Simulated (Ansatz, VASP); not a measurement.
# Si63Te (Te_Si): VASP beside Ansatz, part 2 of 2

Aim: how closely do two programs agree when they are given the same cell, functional and k mesh? The cell is taken from a series of runs on this material, whose earlier steps may have relaxed, scaled, displaced or heated it; both programs get it as it stands.

VASP 6.6.1 and Ansatz 0.2.0.

So far. Step 2 (VASP: single point, PBE): The run ends at a pressure of 1.44 GPa, with forces up to 0.011 eV/Å.

**3. Ansatz: single point, PBE**

Level of this step: Ansatz beside VASP: Kohn-Sham DFT, plane waves, PBE (Ansatz).

Ansatz runs on its default PAW (the set named soft_2) files.

The same cell, functional, mesh and smearing now go to Ansatz.

Contents of input.yaml:

```yaml
crystal:
  lattice:
    - [10.93956825, 0.0, 0.0]
    - [0.0, 10.93956825, 0.0]
    - [0.0, 0.0, 10.93956825]
  atoms:
    - { symbol: Si_a, position: [-0.00025246365, -0.00020535698, -0.0003200314] }
    - { symbol: Si, position: [-0.00075954073, 0.24971106279, 0.24962124768] }
    - { symbol: Si, position: [0.24969948127, -0.00076356531, 0.24962245561] }
    - { symbol: Si, position: [0.24975213226, 0.24975001138, -0.00088276686] }
    - { symbol: Si, position: [0.12528745517, 0.12527329156, 0.12514830102] }
    - { symbol: Si, position: [0.12452342494, 0.3742403866, 0.37416853962] }
    - { symbol: Si, position: [0.37423612337, 0.12454086501, 0.37415231302] }
    - { symbol: Si, position: [0.37426831326, 0.37424155636, 0.12447200376] }
    - { symbol: Si, position: [-0.00028362431, -0.0001611019, 0.49976404083] }
    - { symbol: Si, position: [0.00029427148, 0.24973355267, 0.74970263378] }
    - { symbol: Si, position: [0.24973051978, 0.00021632136, 0.74972489551] }
    - { symbol: Si, position: [0.24653899308, 0.24653979768, 0.4981548887] }
    - { symbol: Si, position: [0.12447468769, 0.12443379229, 0.62554939113] }
    - { symbol: Si, position: [0.12441888021, 0.37391586978, 0.87500258598] }
    - { symbol: Si, position: [0.37389731295, 0.12442230967, 0.87497828863] }
    - { symbol: Si, position: [0.35643496537, 0.35641682319, 0.64301284282] }
    - { symbol: Si, position: [-0.00028260378, 0.49975773243, -0.00036729863] }
    - { symbol: Si, position: [0.00029584074, 0.74982456319, 0.24961438065] }
    - { symbol: Si, position: [0.2464678916, 0.49822299642, 0.24640362712] }
    - { symbol: Si, position: [0.24972028766, 0.74979765793, 0.00016850966] }
    - { symbol: Si, position: [0.12437849468, 0.62556989206, 0.12428518004] }
    - { symbol: Si, position: [0.12431045513, 0.87521615972, 0.37387231502] }
    - { symbol: Si, position: [0.35634496017, 0.64316656919, 0.35624393874] }
    - { symbol: Si, position: [0.37393602329, 0.8751338692, 0.12429429365] }
    - { symbol: Si, position: [-0.00025086336, 0.4998179848, 0.49964290364] }
    - { symbol: Si, position: [-0.0007435293, 0.7497893386, 0.74971098011] }
    - { symbol: Si, position: [0.24650200111, 0.501273737, 0.75289723189] }
    - { symbol: Si, position: [0.24650620532, 0.7531014754, 0.50114303757] }
    - { symbol: Si, position: [0.12458367793, 0.62532212533, 0.62514760333] }
    - { symbol: Si, position: [0.12523025033, 0.87425966552, 0.8742112936] }
    - { symbol: Si_e, position: [0.37423208624, 0.62526647411, 0.87487132486] }
    - { symbol: Si, position: [0.37428116636, 0.87493903373, 0.62520387952] }
    - { symbol: Si, position: [0.49972616825, -0.00018648208, -0.00034328083] }
    - { symbol: Si, position: [0.49825789352, 0.24649859369, 0.24644627702] }
    - { symbol: Si, position: [0.7497980689, 0.0002277875, 0.24966796695] }
    - { symbol: Si, position: [0.74980826243, 0.24969800107, 0.00018199865] }
    - { symbol: Si, position: [0.62562921965, 0.12438042354, 0.12433612494] }
    - { symbol: Si, position: [0.64299441113, 0.356557119, 0.35641822832] }
    - { symbol: Si, position: [0.87510683465, 0.12440387223, 0.37381810328] }
    - { symbol: Si, position: [0.87511299215, 0.37391355712, 0.12430595125] }
    - { symbol: Si, position: [0.49974708123, -0.00024168216, 0.49967630922] }
    - { symbol: Si, position: [0.50128710473, 0.2464860546, 0.75288832865] }
    - { symbol: Si, position: [0.74979999456, -0.00077504452, 0.74971727754] }
    - { symbol: Si, position: [0.75302195777, 0.24657677204, 0.50115034294] }
    - { symbol: Si, position: [0.62532650488, 0.12455850724, 0.62515137695] }
    - { symbol: Si, position: [0.62525521657, 0.37421456627, 0.87488647828] }
    - { symbol: Si, position: [0.87427217739, 0.12525677191, 0.8741522307] }
    - { symbol: Si, position: [0.87499404564, 0.37426882425, 0.62517729335] }
    - { symbol: Si_f, position: [0.49976228396, 0.49977741666, -0.00032751341] }
    - { symbol: Si, position: [0.50126020063, 0.75300756267, 0.24638482273] }
    - { symbol: Si, position: [0.75300050961, 0.50126821988, 0.24640714411] }
    - { symbol: Si, position: [0.74983273699, 0.74982190844, -0.00087961138] }
    - { symbol: Si, position: [0.625307811, 0.62529891864, 0.12442710965] }
    - { symbol: Si, position: [0.62523689426, 0.87493342141, 0.37417694425] }
    - { symbol: Si, position: [0.8749618078, 0.62529569185, 0.37410058686] }
    - { symbol: Si, position: [0.87428398676, 0.87427778992, 0.12516275484] }
    - { symbol: Te_b, position: [0.49964123671, 0.4998470781, 0.49965116486] }
    - { symbol: Si_d, position: [0.49826604561, 0.75297029918, 0.75292318105] }
    - { symbol: Si, position: [0.75298840162, 0.49820635323, 0.75291260753] }
    - { symbol: Si, position: [0.75302591958, 0.75300597349, 0.49814013808] }
    - { symbol: Si_c, position: [0.64311960613, 0.64305865198, 0.64297583082] }
    - { symbol: Si, position: [0.62558909057, 0.8751265957, 0.87504415733] }
    - { symbol: Si, position: [0.87509115835, 0.62558540436, 0.87498815572] }
    - { symbol: Si, position: [0.8751153064, 0.87510280947, 0.6255216372] }
basis:
  ecutwfc: 420
  xc_grid: 2
hamiltonian:
  xc: pbe
kpoints:
  mp_grid: { grid: [1, 1, 1] }
scf:
  occupations: { method: fermi_dirac, width: 0.01 }
  max_iter: 60
output:
  forces: true
  eigenvalues: true
  core_levels:
    shells:
      Si_a: "2p"
      Te_b: "3d"
      Si_c: "2p"
      Si_d: "2p"
      Si_e: "2p"
      Si_f: "2p"
    eps_inf: 12.98
```

The run is started by

```bash
ansatz run input.yaml --threads 4 --pin off --max-ram 9420MiB --backend cpu --events-out ev --progress --plain --runs-dir out
```

Numbers of over 12 decimals in the logs are rounded to 6 here.

The program printed:

```text
Engine: ansatz 0.2.0, aarch64-unknown-linux-gnu
Pseudopotentials: kind: paw
Pseudopotential: Si, paw, valence charge 4, recommended cutoff 420 eV (normal), Si.paw.azcp
Pseudopotential: Te, paw, valence charge 16, recommended cutoff 420 eV (normal), Te.paw.azcp
Functional definition: PBE
  parameter kappa = 0.804
  parameter beta = 0.066725
  exchange = pbe_x(kappa = kappa, mu = beta*pi^2/3)
  correlation = pbe_c(beta = beta)
Crystal: 64 atoms, lattice volume = 1309.184 Å³
Basis set: ecut = 420 eV, 25677 PW (Γ), exchange–correlation on 150×150×150 points (8 copies of the dense FFT grid, shifted against one another)
Bands: 198, of which v1, the nominal top of the filled ones, is band 134 counted from 1 (133 counted from 0)
Symmetry: 1 space group operations
Space group: P1 (ITA 1), of the structure as read, at distance tolerance 1.1e-4 Å
k-points: 1
Non-local potential: Si, projectors of the file, l = 0: 2, l = 1: 2, l = 2: 2
Non-local potential: Te, projectors of the file, l = 0: 2, l = 1: 2, l = 2: 2, l = 3: 2
PAW form: soft (Blöchl's): semilocal exchange-correlation on the pseudo side does not see the compensation charge
PAW one-centre angular grid: Si, 110 points (default); XC on 64 Gauss nodes
PAW one-centre angular grid: Te, 590 points (default); XC on 64 Gauss nodes
Initial density: superposition of atomic densities (neutral atoms: chi_scale 0, normalization atom), corrected by the library's trained network
Initial wavefunctions: pseudopotential atomic-orbital guess
Functional: x = pbe(κ = 0.804, μ = 0.219515), c = pbe(β = 0.066725)
SCF iter   1: F=—  HF=-47028.246090 eV  |F-HF|=—  |Δ(HF+E_count)|=         —  Δρ=2.66e-3  dr2=2.81e-1  ethr=1.77e-3  ⟨swp⟩=8.0  Hψ=1061  notcnv=0  defer=19
preconditioner: auto → Resta (q_TF=auto, 2.095 Å⁻¹)  ε∞=5.4  [insulator: Δε(μ)=0.589 eV  Ē_g=7.896 eV  σ=0.010 eV  W_gap=1.00  n_scr=202 (ndim 8)  ℏωp=16.5 eV  f_vac=0.000  D(μ)=0.00/eV (n_scr^D=0)  ε∞_Penn≈5.4]
SCF iter   2: F=—  HF=-47028.195265 eV  |F-HF|=—  |Δ(HF+E_count)|=   5.08e-2  Δρ=1.54e-3  dr2=7.70e-2  ethr=1.05e-4  ⟨swp⟩=2.0  Hψ=233  notcnv=0  defer=56
SCF iter   3: F=—  HF=-47028.180491 eV  |F-HF|=—  |Δ(HF+E_count)|=   1.48e-2  Δρ=4.10e-4  dr2=5.43e-3  ethr=2.87e-5  ⟨swp⟩=2.0  Hψ=265  notcnv=0  defer=59
SCF iter   4: F=—  HF=-47028.181355 eV  |F-HF|=—  |Δ(HF+E_count)|=   8.64e-4  Δρ=1.58e-4  dr2=5.85e-4  ethr=2.03e-6  ⟨swp⟩=2.0  Hψ=276  notcnv=0  defer=59
SCF iter   5: F=—  HF=-47028.181779 eV  |F-HF|=—  |Δ(HF+E_count)|=   4.23e-4  Δρ=3.36e-5  dr2=2.89e-5  ethr=2.18e-7  ⟨swp⟩=2.0  Hψ=273  notcnv=0  defer=59
SCF iter   6: F=—  HF=-47028.181073 eV  |F-HF|=—  |Δ(HF+E_count)|=   7.05e-4  Δρ=9.84e-6  dr2=1.83e-6  ethr=1.08e-8  ⟨swp⟩=2.0  Hψ=273  notcnv=0  defer=59
SCF iter   7: F=—  HF=-47028.181075 eV  |F-HF|=—  |Δ(HF+E_count)|=   2.06e-6  Δρ=2.12e-6  dr2=1.46e-7  ethr=6.84e-10  ⟨swp⟩=2.0  Hψ=273  notcnv=0  defer=59
SCF iter   8: F=-47028.181075 eV  HF=-47028.181075 eV  |F-HF|=2.14e-9  |Δ(HF+E_count)|=   9.64e-8  Δρ=5.41e-7  dr2=1.10e-8  ethr=3.73e-11  ⟨swp⟩=27.0  Hψ=1815  notcnv=0
SCF 1 converged in 8 iterations: F = -47028.181075 eV  dr2 = 1.10e-8
  greatest PAW one-centre occupation: 0.998 electrons in one spin orbital (limit 2), on the Te atom at site 56 (counted from 0), in its partial waves of l = 2
── core hole 1/6: 2p of Si_a 0 ──
── 2p of Si_a 0: 92.746 eV over the cell without the hole, in 9 iterations ──
── core hole 2/6: 2p of Si_e 30 ──
── 2p of Si_e 30: 92.834 eV over the cell without the hole, in 10 iterations ──
── core hole 3/6: 2p of Si_f 48 ──
── 2p of Si_f 48: 92.788 eV over the cell without the hole, in 9 iterations ──
── core hole 4/6: 3d of Te_b 56 ──
── 3d of Te_b 56: 566.508 eV over the cell without the hole, in 9 iterations ──
── core hole 5/6: 2p of Si_d 57 ──
── 2p of Si_d 57: 92.842 eV over the cell without the hole, in 9 iterations ──
── core hole 6/6: 2p of Si_c 60 ──
── 2p of Si_c 60: 92.847 eV over the cell without the hole, in 10 iterations ──
SCF converged after 8 iterations
Free energy (F): -47028.181075 eV
Harris-Foulkes:  -47028.181075 eV  (|F-HF|=2.14e-9)
Internal energy: -47028.181075 eV  (E = F + TS)
E sigma→0 (E₀):  -47028.181075 eV
Fermi energy:    6.633181 eV
--- Per-component energies (eV) ---
  E_band       = -2.512019
  E_kinetic    = 2733.416256
  E_local      = -3828.843803  (includes V_loc(G=0)·N_el)
  E_nonlocal   = 1319.182840
  E_hartree    = 1679.136185
  E_xc         = -3598.474223
  E_vxc        = -3046.046217  (∫ρ·V_xc dr)
  E_paw        = -36970.226242  (= ΣΔE_a)
  E_vpaw       = -538.494566  (= ΣTr[D̂ρ^β])
  E_aug_tail   = 0.000168  (compensation charges beyond the density's cutoff)
  E_ewald      = -8362.372256
  E_smearing   = -0.000000  (= −TS)
  E_closure    = 0.000000  (closes the sum)
  Σ components = -47028.181075   (vs F -47028.181075, Δ=0.00e0)
--- Forces (eV/Å), atoms counted from 1 ---
  atom   1  Si_a     0.00169650    -0.00003289    -0.00025611
  atom   2  Si       0.00120491    -0.00023330    -0.00058148
  atom   3  Si       0.00083663     0.00039149     0.00101145
  atom   4  Si      -0.00118592    -0.00090608     0.00253028
  atom   5  Si      -0.00049431     0.00165265    -0.00086868
  atom   6  Si       0.00054542     0.00049216    -0.00024712
  atom   7  Si      -0.00060707     0.00026267    -0.00058230
  atom   8  Si      -0.00040719     0.00016609     0.00036589
  atom   9  Si       0.00140844     0.00035440    -0.00299178
  atom  10  Si       0.00026682    -0.00106888    -0.00061950
  atom  11  Si      -0.00091739     0.00236523    -0.00031714
  atom  12  Si      -0.00256940    -0.00315592     0.00034317
  atom  13  Si      -0.00204721    -0.00096434    -0.00091096
  atom  14  Si      -0.00244562     0.00256551     0.00188390
  atom  15  Si       0.00145465    -0.00085722     0.00060118
  atom  16  Si       0.00140096     0.00137055    -0.00080232
  atom  17  Si       0.00231711    -0.00064884     0.00077294
  atom  18  Si       0.00057984    -0.00105456     0.00053878
  atom  19  Si       0.00047515     0.00178753    -0.00105956
  atom  20  Si      -0.00002772    -0.00095574     0.00376142
  atom  21  Si       0.00160633     0.00316249     0.00012901
  atom  22  Si       0.00371946    -0.00292285    -0.00215798
  atom  23  Si      -0.00072879    -0.00242262     0.00065098
  atom  24  Si      -0.00372318    -0.00095339     0.00049805
  atom  25  Si       0.00094469    -0.00111930     0.00179925
[...]
atom  31  Si_e     0.00033689    -0.00048202    -0.00128544
[...]
atom  49  Si_f     0.00022135    -0.00110784    -0.00012129
[...]
atom  54  Si       0.00079361     0.00091778    -0.00099745
  atom  55  Si       0.00026522     0.00017278     0.00065965
  atom  56  Si      -0.00124543    -0.00075828     0.00001583
  atom  57  Te_b     0.00197676     0.00052594     0.00098365
  atom  58  Si_d     0.00351160     0.00122249     0.00099280
  atom  59  Si       0.00102821     0.00148700     0.00090146
  atom  60  Si      -0.00003127     0.00004939     0.00196249
  atom  61  Si_c    -0.00224807    -0.00010526    -0.00049799
  atom  62  Si      -0.00166813     0.00020434    -0.00119293
  atom  63  Si      -0.00006004     0.00089165    -0.00099005
  atom  64  Si      -0.00097561    -0.00033595     0.00168997
  max |Σ_I F_I| component: 2.04e-5 eV/Å
--- Band table (eV) ---
  k-point 0: bands = [... 130 lower, 6.1491, 6.1492, 6.1494, 6.3827, 6.8942, 6.8948, 6.8950, 7.0132, ... 60 higher]
--- Core levels from the valence top (the input states a gap; a hole's nearest image at 10.9 Å) ---
  the holes have spin, beside a run without
  atom         alike  shell      binding/eV   shift/eV difference/eV images/eV   SCF
  Si_a 0           1     2p          99.273     +0.000        92.746    +0.144     9
  Si_e 30          1     2p          99.364     +0.091        92.834    +0.144    10
  Si_f 48          1     2p          99.317     +0.044        92.788    +0.144     9
  Te_b 56          1     3d         573.025     +0.000       566.508    +0.144     9
  Si_d 57          1     2p          99.368     +0.095        92.842    +0.144     9
  Si_c 60          1     2p          99.354     +0.081        92.847    +0.144    10
  the dataset of Si_a with a 2p hole: scattering error 0.000 eV (0.000 eV in the local channel); free atom: scalar-relativistic, large and small components
  the two lines of Si_a's 2p: 2p1/2 +0.408 eV and 2p3/2 -0.204 eV off its levels, 1 : 2 in strength
  the dataset of Si_e with a 2p hole: scattering error 0.000 eV (0.000 eV in the local channel); free atom: scalar-relativistic, large and small components
  the two lines of Si_e's 2p: 2p1/2 +0.408 eV and 2p3/2 -0.204 eV off its levels, 1 : 2 in strength
  the dataset of Si_f with a 2p hole: scattering error 0.000 eV (0.000 eV in the local channel); free atom: scalar-relativistic, large and small components
  the two lines of Si_f's 2p: 2p1/2 +0.408 eV and 2p3/2 -0.204 eV off its levels, 1 : 2 in strength
  the dataset of Te_b with a 3d hole: scattering error 0.004 eV; free atom: scalar-relativistic, large and small components
  the two lines of Te_b's 3d: 3d3/2 +6.212 eV and 3d5/2 -4.142 eV off its levels, 2 : 3 in strength
  the dataset of Si_d with a 2p hole: scattering error 0.000 eV (0.000 eV in the local channel); free atom: scalar-relativistic, large and small components
  the two lines of Si_d's 2p: 2p1/2 +0.408 eV and 2p3/2 -0.204 eV off its levels, 1 : 2 in strength
  the dataset of Si_c with a 2p hole: scattering error 0.000 eV (0.000 eV in the local channel); free atom: scalar-relativistic, large and small components
  the two lines of Si_c's 2p: 2p1/2 +0.408 eV and 2p3/2 -0.204 eV off its levels, 1 : 2 in strength
  the highest filled level without a hole stands at 6.3827 eV, at the point (0.0000, 0.0000, 0.0000)
  Si_a 0 2p: the alignment adds +0.0004 eV (standard deviation 0.0270 over 35 far atoms)
  Si_e 30 2p: the alignment adds +0.0025 eV (standard deviation 0.0292 over 34 far atoms)
  Si_f 48 2p: the alignment adds +0.0024 eV (standard deviation 0.0248 over 35 far atoms)
  Te_b 56 3d: the alignment adds -0.0091 eV (standard deviation 0.0289 over 35 far atoms)
  Si_d 57 2p: the alignment adds -0.0000 eV (standard deviation 0.0277 over 33 far atoms)
  Si_c 60 2p: the alignment adds -0.0199 eV (standard deviation 0.0157 over 32 far atoms)
  a level is its difference with the images' term at an eps_inf of 12.98, the alignment and the highest filled level
```

In the SCF lines HF is the Harris–Foulkes energy and dr2 the Hartree energy of the density residual, in eV; the loop may stop once dr2 is under the threshold and the program's other checks hold. Hψ counts applications of the Hamiltonian.

**4. Comparison**

Known differences besides the potentials themselves: the data sets hold 268 valence electrons in Ansatz (on its default PAW (the set named soft_2) files) and 258 in VASP; the cutoff is 420 eV in Ansatz and 400 eV in VASP (PREC = Accurate, projectors in real space). Total energies have different zeros and are not compared.

Compared:

| quantity | Ansatz | VASP | difference |
| --- | --- | --- | --- |
| gap on the k mesh (eV) | 0.511 | 0.511 | +0.001 |

At this near-relaxed geometry the largest component of a force difference is 10 meV/Å. A gap on the mesh is an upper bound, since the band edges may lie between its points.

**5. Outcome**

```json
{
  "difference in gap on the k mesh (single point, PBE)": "5.6e-4 eV"
}
```

In words: The difference in gap on the k mesh is 5.6e-4 eV (single point, PBE), within the 0.08 eV picked in this series as the mark of a large difference. The data sets hold unlike numbers of valence electrons (268 in Ansatz and 258 in VASP), so part of the differences comes from the potentials. Such differences can come from data sets, numerical settings and the points named under the comparisons, not from the functional's error against experiment.

[Lines on the potential files, build, host, timing and source positions are cut from VASP's logs without a mark.]

[Logs are printed without paths, hosts, clocks, repeated set-up lines and the standing remarks that a program may print on its own settings, such as how far it seeks lower states.]

[Hosts, paths, dates, database ids (printed as entryN), source tags and the programs' standing remarks are cut or masked in the printed files.]
